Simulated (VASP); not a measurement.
Data:

```yaml
crystal:
  lattice:
    - [0.00000, 2.80545, 2.80545]
    - [2.80545, 0.00000, 2.80545]
    - [2.80545, 2.80545, 0.00000]
  atoms:
    - { symbol: Al, position: [0.00000, 0.00000, 0.00000] }
    - { symbol: As, position: [0.25000, 0.25000, 0.25000] }
```

These are PBE GGA, VASP's PBE PAW potentials (set 64) (plane waves; VASP) values and carry that method's errors. Numerical set-up: 500 eV cut-off, 8×8×8 Γ-centred mesh, Gaussian smearing of 0.050 eV, potentials Al As.

### Question
What does the run give for the energy per atom (σ→0), pressure, band gap (on the k-mesh) with the smallest direct gap where there is one?

### Answer

```json
{
 "band gap (on the k-mesh)": "1.39 eV",
 "smallest direct gap (on the k-mesh)": "2.27 eV",
 "energy per atom (σ→0)": "-4.672 eV/atom",
 "pressure": "4.99 GPa"
}
```

Total energies compare only between runs with the same potentials, cut-off and functional.

The compound is AlAs in the zinc blende structure. It was relaxed first under an external pressure of 5 GPa.
